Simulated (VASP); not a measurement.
Data:

```xyz
6
Lattice="4.7851 0.0000 0.0000 0.0000 4.7851 0.0000 0.0000 0.0000 3.0428" Properties=species:S:1:pos:R:3 pbc="T T T"
Ti     0.0000     0.0000     0.0000
Ti     2.3926     2.3926     1.5214
O      1.4631     1.4631     0.0000
O      3.8557     0.9294     1.5214
O      0.9294     3.8557     1.5214
O      3.3220     3.3220     0.0000
```

All values below come from RPBE GGA, VASP's PBE PAW potentials (set 64) (plane waves; VASP 6.6.1). Settings: 520 eV cut-off, 5×5×7 Γ-centred mesh, Gaussian smearing of 0.050 eV, potentials Ti_sv O.

**Question.** The ions and cell shape at fixed volume are relaxed. Which structure does the run end with?

**Answer.** 
```xyz
6
Lattice="4.8152 0.0000 0.0000 0.0000 4.8152 0.0000 0.0000 0.0000 3.0049" Properties=species:S:1:pos:R:3 pbc="T T T"
Ti     0.0000     0.0000     0.0000
Ti     2.4076     2.4076     1.5025
O      1.4893     1.4893     0.0000
O      3.8968     0.9183     1.5025
O      0.9183     3.8968     1.5025
O      3.3259     3.3259     0.0000
```
Space group P4_2/mnm (136), at a tolerance of 0.03 Å.

**Question.** How much energy does the relaxation gain?

**Answer.** The energy (σ→0) changes by -4.0 meV/atom, in 3 ionic steps.

The compound is TiO2 in the rutile structure. This cell is one point of a volume scan, at 1.06 of the reference volume. Symmetry was kept, so distortions that lower it aren't found.
